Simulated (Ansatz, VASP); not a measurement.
# WS2 (Tungstenite) in two plane-wave programs, part 2 of 2

Wanted: the spread between two codes on one cell, functional and k mesh. The cell is taken from a series of runs on this material, whose earlier steps may have relaxed, scaled, displaced or heated it; both programs get it as it stands.

VASP 6.6.1 and Ansatz 0.2.0.

So far: Starting point; Ansatz: dielectric response, PBEsol.

## Step 3: VASP: dielectric response, PBEsol

Level of this step: PBEsol, no spin polarisation; plane waves and PAW (W, S) (VASP).

The same cell, functional and mesh now go to VASP, with its own data sets.

Lines of VASP's logs that name or quote its potential files are left out, and so is its time.

INCAR reads:

```
SYSTEM = WS2
PREC = Accurate
ENCUT = 520
EDIFF = 1E-08
NELM = 120
ISMEAR = 0
SIGMA = 0.01
LREAL = .FALSE.
ALGO = Normal
GGA = PS
NBANDS = 24
LASPH = .TRUE.
LORBIT = 11
LWAVE = .FALSE.
LCHARG = .FALSE.
ISIF = 2
LEPSILON = .TRUE.
GGA_COMPAT = .FALSE.
EFERMI = MIDGAP
KPAR = 2
```

POSCAR reads:

```
WS2
1.0
    3.1462475948      0.0000000000      0.0000000000
   -1.5731237974      2.7247303437      0.0000000000
    0.0000000000      0.0000000000     12.6918541049
W S
2 4
Direct
    0.3333333333      0.6666666667      0.2500000000
    0.6666666667      0.3333333333      0.7500000000
    0.3333333333      0.6666666667      0.6264874733
    0.6666666667      0.3333333333      0.1264874733
    0.3333333333      0.6666666667      0.8735125267
    0.6666666667      0.3333333333      0.3735125267
```

KPOINTS reads:

```
Automatic mesh
0
Gamma
8 8 2
0 0 0
```

The projector-augmented-wave data sets are W and S (PBE family, release 64).

The run is started by

```sh
$ mpirun -np 2 vasp_std
```

Numbers of over 12 decimals in the logs are rounded to 6 here.

The program printed:

```text
[banner, memory and clock lines left out]
running    2 mpi-ranks, on    1 nodes
 distrk:  each k-point on    1 cores,    2 groups
 distr:  one band on    1 cores,    1 groups

 POSCAR found type information on POSCAR W S
 POSCAR found :  2 types and       6 ions
|                                                                             |
|               ----> ADVICE to this user running VASP <----                  |
|                                                                             |
|     You enforced a specific xc type in the INCAR file but a different       |
|     [... a line on the potential file left out ...]
|     I HOPE YOU KNOW WHAT YOU ARE DOING!                                     |
|                                                                             |

 LDA part: xc-table for (Slater+PW92), standard interpolation
 POSCAR, INCAR and KPOINTS ok, starting setup
 FFT: planning ... GRIDC
 FFT: planning ... GRID_SOFT
 FFT: planning ... GRID
 WAVECAR not read
 entering main loop
       N       E                     dE             d eps       ncg     rms          rms(c)
DAV:   1     0.194578759622E+03    0.19458E+03   -0.16295E+04   960   0.133E+03
DAV:   2    -0.372536988389E+02   -0.23183E+03   -0.22140E+03  1328   0.287E+02
DAV:   4    -0.533265112584E+02   -0.32651E+00   -0.32563E+00  1288   0.117E+01
DAV:   5    -0.533340377685E+02   -0.75265E-02   -0.75211E-02  1280   0.162E+00    0.413E+01
DAV:   6    -0.510974636267E+02    0.22366E+01   -0.94703E+00  1392   0.153E+01    0.186E+01
DAV:   7    -0.508004274077E+02    0.29704E+00   -0.31945E+00  1272   0.101E+01    0.874E+00
DAV:   8    -0.506763164666E+02    0.12411E+00   -0.43484E-01  1320   0.425E+00    0.142E+00
DAV:   9    -0.506713664867E+02    0.49500E-02   -0.67613E-02  1280   0.141E+00    0.575E-01
DAV:  10    -0.506696745556E+02    0.16919E-02   -0.14816E-02  1360   0.704E-01    0.342E-01
DAV:  11    -0.506696283921E+02    0.46164E-04   -0.18852E-03  1352   0.257E-01    0.110E-01
DAV:  12    -0.506696068346E+02    0.21557E-04   -0.38331E-04  1312   0.125E-01    0.631E-02
DAV:  13    -0.506696106508E+02   -0.38161E-05   -0.40575E-05  1400   0.333E-02    0.152E-02
DAV:  14    -0.506696102891E+02    0.36171E-06   -0.18504E-06  1384   0.744E-03    0.498E-03
DAV:  15    -0.506696104807E+02   -0.19166E-06   -0.25255E-07  1240   0.310E-03    0.492E-03
DAV:  16    -0.506696105515E+02   -0.70757E-07   -0.46781E-08  1200   0.111E-03    0.139E-03
DAV:  17    -0.506696105419E+02    0.95615E-08   -0.25840E-08  1056   0.865E-04
   1 F= -.50669611E+02 E0= -.50669611E+02  d E =0.000000E+00
 Linear response reoptimize wavefunctions to high precision
DAV:   1    -0.506696105393E+02    0.26212E-08   -0.27965E-09   888   0.450E-04
DAV:   2    -0.506696105394E+02   -0.86857E-10   -0.42295E-10   736   0.146E-04
 Linear response G [H, r] |phi>, progress :
  Direction:   1
       N       E                     dE             d eps       ncg     rms
RMM:   1    -0.192763574800E+03   -0.19276E+03   -0.19170E+02  2498   0.966E+01
RMM:   2    -0.151445510222E+03    0.41318E+02   -0.22047E+01  1569   0.278E+01
RMM:   3    -0.151926337714E+03   -0.48083E+00   -0.13238E+00  1657   0.443E+00
RMM:   4    -0.151963713053E+03   -0.37375E-01   -0.59188E-02  1714   0.928E-01
RMM:   5    -0.151965644072E+03   -0.19310E-02   -0.42483E-03  1743   0.212E-01
RMM:   6    -0.151965803341E+03   -0.15927E-03   -0.35378E-04  1777   0.533E-02
RMM:   7    -0.151965817246E+03   -0.13905E-04   -0.34559E-05  1849   0.167E-02
RMM:   8    -0.151965817935E+03   -0.68850E-06    0.79295E-05  1892   0.725E-03
RMM:   9    -0.151965818067E+03   -0.13201E-06   -0.55708E-04  1927   0.524E-03
RMM:  10    -0.151965818035E+03    0.31999E-07   -0.35729E-04  1838   0.462E-03
RMM:  11    -0.151965818651E+03   -0.61661E-06   -0.25352E-04  1596   0.441E-03
RMM:  12    -0.151965818081E+03    0.57029E-06   -0.34466E-04  1453   0.437E-03
RMM:  13    -0.151965819076E+03   -0.99541E-06   -0.25905E-04  1410   0.435E-03
 Linear response G [H, r] |phi>, progress :
  Direction:   2
       N       E                     dE             d eps       ncg     rms
RMM:   1    -0.203334064138E+03   -0.20333E+03   -0.38145E+02  2488   0.947E+01
RMM:   2    -0.161959439632E+03    0.41375E+02   -0.19341E+01  1609   0.262E+01
RMM:   3    -0.162461957694E+03   -0.50252E+00   -0.14161E+00  1663   0.415E+00
RMM:   4    -0.162498686700E+03   -0.36729E-01   -0.60081E-02  1707   0.908E-01
RMM:   5    -0.162500551942E+03   -0.18652E-02   -0.48563E-03  1732   0.211E-01
RMM:   6    -0.162500695021E+03   -0.14308E-03   -0.33705E-04  1768   0.528E-02
RMM:   7    -0.162500704209E+03   -0.91884E-05   -0.40924E-05  1847   0.160E-02
RMM:   8    -0.162500705240E+03   -0.10312E-05   -0.40244E-05  1878   0.623E-03
RMM:   9    -0.162500703337E+03    0.19030E-05    0.21710E-04  1896   0.397E-03
[...]
RMM:   2    -0.158001281234E+03    0.37175E+02   -0.24989E+01  1529   0.269E+01
RMM:   3    -0.158805036616E+03   -0.80376E+00   -0.18939E+00  1627   0.463E+00
RMM:   4    -0.158861100555E+03   -0.56064E-01   -0.95537E-02  1684   0.943E-01
RMM:   5    -0.158863463591E+03   -0.23630E-02   -0.82409E-03  1723   0.220E-01
RMM:   6    -0.158863654087E+03   -0.19050E-03   -0.29484E-03  1777   0.562E-02
RMM:   7    -0.158863911481E+03   -0.25739E-03   -0.48052E-03  1828   0.181E-02
[...]
RMM:  12    -0.384943269154E+01   -0.34842E-08   -0.69936E-07  1051   0.375E-04
RMM:  13    -0.384943268954E+01    0.20017E-08   -0.14162E-07  1034   0.372E-04
 change of polarisation eV/A/(eV/A) component  2 :    -0.824     7.699    -0.000
 dielectric tensor                  component  2 :    -1.370    13.804    -0.000
 Linear response to external field (no local field effect), progress :
  Direction:   3
       N       E                     dE             d eps       ncg     rms          rms(c)
RMM:   1    -0.222570310071E+01   -0.22257E+01   -0.99945E+00  1863   0.777E+00
RMM:   2    -0.235196330026E+01   -0.12626E+00   -0.75609E-02  1539   0.140E+00
RMM:   3    -0.235432063762E+01   -0.23573E-02   -0.39877E-03  1680   0.220E-01
RMM:   4    -0.235445828305E+01   -0.13765E-03   -0.18949E-04  1705   0.429E-02
RMM:   5    -0.235446642094E+01   -0.81379E-05   -0.18732E-05  1729   0.103E-02
RMM:   6    -0.235446696030E+01   -0.53936E-06   -0.31664E-06  1701   0.290E-03
RMM:   7    -0.235446699201E+01   -0.31708E-07   -0.19735E-06  1568   0.125E-03
RMM:   8    -0.235446699271E+01   -0.70234E-09   -0.17266E-06  1330   0.835E-04
RMM:   9    -0.235446700364E+01   -0.10927E-07   -0.66543E-07  1179   0.748E-04
RMM:  10    -0.235446701039E+01   -0.67475E-08   -0.11534E-05  1086   0.731E-04
RMM:  11    -0.235446701021E+01    0.17283E-09   -0.19429E-06  1034   0.717E-04
RMM:  12    -0.235446701627E+01   -0.60511E-08    0.50920E-07  1030   0.716E-04
 change of polarisation eV/A/(eV/A) component  3 :    -0.000     0.000     4.709
 dielectric tensor                  component  3 :    -0.000     0.000     8.832
 Linear response to external field, progress :
  Direction:   1
       N       E                     dE             d eps       ncg     rms          rms(c)
RMM:   1    -0.378478625616E+01   -0.37848E+01   -0.22739E+01  3893   0.845E+00
RMM:   2    -0.391313383375E+01   -0.12835E+00   -0.14665E-01  3262   0.159E+00    0.369E+00
RMM:   3    -0.378277044229E+01    0.13036E+00   -0.15082E-01  3483   0.173E+00    0.203E+00
RMM:   4    -0.389184239439E+01   -0.10907E+00   -0.12362E-01  3511   0.160E+00    0.416E-01
RMM:   5    -0.392394125246E+01   -0.32099E-01   -0.67770E-03  3542   0.437E-01    0.458E-02
RMM:   6    -0.392105815296E+01    0.28831E-02   -0.21097E-04  3636   0.830E-02    0.258E-02
RMM:   7    -0.392207757252E+01   -0.10194E-02   -0.74437E-05  3657   0.243E-02    0.524E-03
RMM:   8    -0.392248921013E+01   -0.41164E-03    0.19294E-05  3652   0.611E-03    0.225E-03
RMM:   9    -0.392255586134E+01   -0.66651E-04    0.13341E-05  3711   0.285E-03    0.698E-04
RMM:  10    -0.392257234408E+01   -0.16483E-04    0.75134E-06  3636   0.140E-03    0.193E-04
RMM:  11    -0.392258002342E+01   -0.76793E-05    0.81334E-06  3781   0.717E-04    0.596E-05
RMM:  12    -0.392257953301E+01    0.49041E-06    0.62985E-06  3402   0.475E-04    0.167E-05
RMM:  13    -0.392257935867E+01    0.17434E-06    0.36237E-06  2458   0.413E-04    0.644E-06
 change of polarisation eV/A/(eV/A) component  1 :     7.410    -0.223     0.000
 dielectric tensor                  component  1 :    13.324    -0.371     0.000
 Linear response to external field, progress :
  Direction:   2
       N       E                     dE             d eps       ncg     rms          rms(c)
RMM:   1    -0.378851477490E+01   -0.37885E+01   -0.22776E+01  3905   0.844E+00
RMM:   2    -0.391326717824E+01   -0.12475E+00   -0.14506E-01  3263   0.158E+00    0.369E+00
RMM:   3    -0.378280305716E+01    0.13046E+00   -0.15019E-01  3475   0.173E+00    0.203E+00
RMM:   4    -0.389183057269E+01   -0.10903E+00   -0.12403E-01  3493   0.160E+00    0.417E-01
RMM:   5    -0.392381398453E+01   -0.31983E-01   -0.66789E-03  3543   0.435E-01    0.496E-02
RMM:   6    -0.392158578320E+01    0.22282E-02   -0.21763E-04  3658   0.852E-02    0.283E-02
RMM:   7    -0.392159350521E+01   -0.77220E-05   -0.52041E-05  3638   0.255E-02    0.110E-02
RMM:   8    -0.392247060966E+01   -0.87710E-03    0.71349E-06  3655   0.868E-03    0.257E-03
RMM:   9    -0.392254703074E+01   -0.76421E-04    0.11976E-05  3676   0.327E-03    0.668E-04
RMM:  10    -0.392257478074E+01   -0.27750E-04    0.69507E-06  3685   0.143E-03    0.220E-04
RMM:  11    -0.392258187194E+01   -0.70912E-05    0.62335E-06  3792   0.711E-04    0.872E-05
RMM:  12    -0.392258112052E+01    0.75142E-06    0.16957E-06  3483   0.485E-04    0.209E-05
RMM:  13    -0.392258137141E+01   -0.25089E-06    0.28829E-06  2652   0.407E-04    0.863E-06
 change of polarisation eV/A/(eV/A) component  2 :    -0.216     7.410    -0.000
 dielectric tensor                  component  2 :    -0.358    13.324    -0.000
 Linear response to external field, progress :
  Direction:   3
       N       E                     dE             d eps       ncg     rms          rms(c)
RMM:   1    -0.222570310071E+01   -0.22257E+01   -0.99945E+00  1863   0.777E+00
RMM:   2    -0.235196313497E+01   -0.12626E+00   -0.75609E-02  1537   0.140E+00    0.462E+00
RMM:   3    -0.148624991130E+01    0.86571E+00   -0.40249E+00  1547   0.540E+00    0.183E+00
RMM:   4    -0.142868521177E+01    0.57565E-01   -0.43453E-01  1691   0.180E+00    0.949E-01
RMM:   5    -0.144755916835E+01   -0.18874E-01   -0.62254E-02  1583   0.102E+00    0.413E-01
RMM:   6    -0.145302299532E+01   -0.54638E-02   -0.55134E-03  1661   0.277E-01    0.316E-01
RMM:   7    -0.145994810743E+01   -0.69251E-02   -0.96982E-04  1732   0.108E-01    0.165E-01
RMM:   8    -0.146221686284E+01   -0.22688E-02   -0.17144E-03  1709   0.140E-01    0.428E-02
RMM:   9    -0.146286302180E+01   -0.64616E-03   -0.11974E-04  1692   0.377E-02    0.300E-02
RMM:  10    -0.146297188143E+01   -0.10886E-03   -0.41657E-05  1784   0.133E-02    0.133E-02
RMM:  11    -0.146290806319E+01    0.63818E-04    0.13589E-04  1698   0.901E-03    0.358E-03
RMM:  12    -0.146288194730E+01    0.26116E-04   -0.11571E-04  1825   0.355E-03    0.203E-03
RMM:  13    -0.146287806687E+01    0.38804E-05    0.19711E-05  1788   0.132E-03    0.143E-03
RMM:  14    -0.146288307101E+01   -0.50041E-05   -0.43626E-05  1900   0.982E-04    0.271E-04
RMM:  15    -0.146288900250E+01   -0.59315E-05   -0.45397E-05  1946   0.669E-04    0.268E-05
RMM:  16    -0.146288478123E+01    0.42213E-05    0.89966E-06  1456   0.525E-04    0.260E-05
RMM:  17    -0.146288614599E+01   -0.13648E-05   -0.12223E-05  1021   0.498E-04    0.852E-06
 change of polarisation eV/A/(eV/A) component  3 :    -0.000     0.000     2.748
 dielectric tensor                  component  3 :    -0.000     0.000     5.570
 Born effective charges drift removed
```

Parts of OUTCAR (step 3):

```text
ion  position               nearest neighbor table
   1  0.333  0.667  0.250-   4 2.40   6 2.40   4 2.40   6 2.40   4 2.40   6 2.40
   2  0.667  0.333  0.750-   3 2.40   5 2.40   3 2.40   5 2.40   3 2.40   5 2.40
   3  0.333  0.667  0.626-   2 2.40   2 2.40   2 2.40
   4  0.667  0.333  0.126-   1 2.40   1 2.40   1 2.40
   5  0.333  0.667  0.874-   2 2.40   2 2.40   2 2.40
   6  0.667  0.333  0.374-   1 2.40   1 2.40   1 2.40

  LATTYP: Found a hexagonal cell.
 ALAT       =     3.1462475948
 C/A-ratio  =     4.0339654533

 Subroutine GETGRP returns: Found 24 space group operations
 (whereof 12 operations were pure point group operations)

The static configuration has the point symmetry D_3d.
 The point group associated with its full space group is D_6h.

 Found     20 irreducible k-points:

   k-points           NKPTS =     20   k-points in BZ     NKDIM =     20   number of bands    NBANDS=     24

   dimension x,y,z NGX =    24 NGY =   24 NGZ =   96
   dimension x,y,z NGXF=    48 NGYF=   48 NGZF=  192

   ENCUT  =  520.0 eV  38.22 Ry    6.18 a.u.   5.85  5.85 23.60*2*pi/ulx,y,z

   NELECT =      36.0000    total number of electrons

 k-points in reciprocal lattice and weights: Automatic mesh
   0.00000000  0.00000000  0.00000000       0.008
   0.12500000  0.00000000  0.00000000       0.047
   0.25000000  0.00000000  0.00000000       0.047
   0.37500000  0.00000000  0.00000000       0.047
   0.50000000  0.00000000  0.00000000       0.023
   0.12500000  0.12500000  0.00000000       0.047
   0.25000000  0.12500000  0.00000000       0.094
   0.37500000  0.12500000  0.00000000       0.094
   0.25000000  0.25000000  0.00000000       0.047
[...]
0.25000000  0.25000000  0.50000000       0.047
   0.37500000  0.25000000  0.50000000       0.047

 average (electrostatic) potential at core
       1 -39.8878       2 -39.8878       3 -86.0463       4 -86.0463       5 -86.0463
       6 -86.0463

  Total       -0.3123323     -0.3123323     -0.1717200      0.0000000      0.0000000     -0.0000000
  in kB       -4.5992384     -4.5992384     -2.5286571      0.0000000      0.0000000     -0.0000000
  external PRESSURE =      -3.9090446 kB  Pullay stress =       0.0000000 kB

  energy-cutoff  :      520.00
  volume of cell :      108.80
      direct lattice vectors                 reciprocal lattice vectors
     3.146247595  0.000000000  0.000000000     0.317838940  0.183504397  0.000000000
    -1.573123797  2.724730344  0.000000000     0.000000000  0.367008795  0.000000000
     0.000000000  0.000000000 12.691854105     0.000000000  0.000000000  0.078790695

 POSITION                                       TOTAL-FORCE (eV/Angst)
 -----------------------------------------------------------------------------------
     -0.00000      1.81649      3.17296         0.000000     -0.000000     -0.000000
      1.57312      0.90824      9.51889         0.000000      0.000000     -0.000000
     -0.00000      1.81649      7.95129        -0.000000     -0.000000      0.021389
      1.57312      0.90824      1.60536        -0.000000     -0.000000      0.021389
     -0.00000      1.81649     11.08649         0.000000     -0.000000     -0.021389
      1.57312      0.90824      4.74057         0.000000     -0.000000     -0.021389
 -----------------------------------------------------------------------------------
    total drift:                               -0.000000      0.000000     -0.000000

 MACROSCOPIC STATIC DIELECTRIC TENSOR (including local field effects in DFT)
 ------------------------------------------------------
          13.323868     0.000000     0.000000
          -0.000000    13.323868     0.000000
           0.000000    -0.000000     5.569557
 ------------------------------------------------------

 PIEZOELECTRIC TENSOR (including local field effects)  for field in x, y, z        (C/m^2)
          XX          YY          ZZ          XY          YZ          ZX
  --------------------------------------------------------------------------------
  x     0.00000     0.00000     0.00000     0.00000     0.00000     0.00000
  y     0.00000     0.00000     0.00000     0.00000     0.00000     0.00000
  z     0.00000     0.00000     0.00000     0.00000     0.00000     0.00000

 BORN EFFECTIVE CHARGES (including local field effects) (in |e|, cummulative output)
 ---------------------------------------------------------------------------------
 ion    1
    1    -0.66380     0.00000     0.00000
    2     0.00000    -0.66380     0.00000
    3     0.00000     0.00000    -0.40999
 ion    2
    1    -0.66380     0.00000     0.00000
    2     0.00000    -0.66380     0.00000
    3     0.00000     0.00000    -0.40999
 ion    3
    1     0.33190     0.00000     0.00000
    2     0.00000     0.33190    -0.00000
    3     0.00000    -0.00000     0.20499
 ion    4
    1     0.33190     0.00000     0.00000
    2     0.00000     0.33190    -0.00000
    3     0.00000    -0.00000     0.20499
 ion    5
    1     0.33190     0.00000     0.00000
    2     0.00000     0.33190    -0.00000
    3     0.00000    -0.00000     0.20499
 ion    6
    1     0.33190     0.00000     0.00000
    2     0.00000     0.33190    -0.00000
    3     0.00000    -0.00000     0.20499
```

This run has no spin polarisation, so a moment on W, if there is one, isn't seen. The dielectric response converges more slowly with the mesh than energies do, so tensor and charges may still move on a finer one. The data set W keeps the semicore shell frozen, which is cheaper and a little less accurate.

## Step 4: Comparison

Known differences besides the potentials themselves: fixed occupations in Ansatz, narrow Gaussian smearing in VASP; VASP's response is taken on the typed mesh, Ansatz refines its own for the field response alone; the data sets hold 52 valence electrons in Ansatz (on its PAW soft_1 files) and 36 in VASP; the cutoff is 420 eV in Ansatz and 520 eV in VASP; Ansatz makes its cores anew for this functional, VASP keeps those of its PBE data sets. Total energies have different zeros and are not compared.

The two programs side by side:

```csv
quantity,Ansatz,VASP,difference
ε∞ xx,13.44,13.32,+0.84 %
ε∞ yy,13.44,13.32,+0.84 %
ε∞ zz,5.56,5.57,-0.18 %
```

## Step 5: Summary of results

- difference in ε∞ xx (dielectric response, PBEsol): 0.84 %

The difference in ε∞ xx is 0.84 % (dielectric response, PBEsol), within the 5 % picked in this series as the mark of a large difference. The data sets hold unlike numbers of valence electrons (52 in Ansatz and 36 in VASP), so part of the differences comes from the potentials. How closely two codes agree says nothing of how well the functional describes the real material.

[Lines on the potential files, build, host, timing and source positions are cut from VASP's logs without a mark.]

[Logs are printed without paths, hosts, clocks, repeated set-up lines and the standing remarks that a program may print on its own settings, such as how far it seeks lower states.]

[Hosts, paths, dates, database ids (printed as entryN), source tags and the programs' standing remarks are cut or masked in the printed files.]
